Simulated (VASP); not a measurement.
Consider the following.

```yaml
crystal:
  lattice:
    - [0.00000, 2.93801, 2.93801]
    - [2.93801, 0.00000, 2.93801]
    - [2.93801, 2.93801, 0.00000]
  atoms:
    - { symbol: Eu, position: [0.00000, 0.00000, 0.00000] }
    - { symbol: S, position: [0.50000, 0.50000, 0.50000] }
```

These are PBE GGA, VASP's PBE PAW potentials (set 64) (plane waves; VASP 6.6.1) values and carry that method's errors. Run with 520 eV cut-off, 9×9×9 Γ-centred mesh, tetrahedra with Blöchl corrections, potentials Eu_2 S.

The 4f electrons are frozen in the core of the lanthanide potential, so 4f levels, which can set the real gap, and their magnetism are missing.

Problem. What does the run give for the energy per atom (σ→0)?

Solution. 
| Quantity | Result |
|---|---|
| energy per atom (σ→0) | -5.319 eV/atom |

Only differences to runs with the same potentials and settings are physical.

The compound is EuS in the rock salt structure. It was relaxed first.
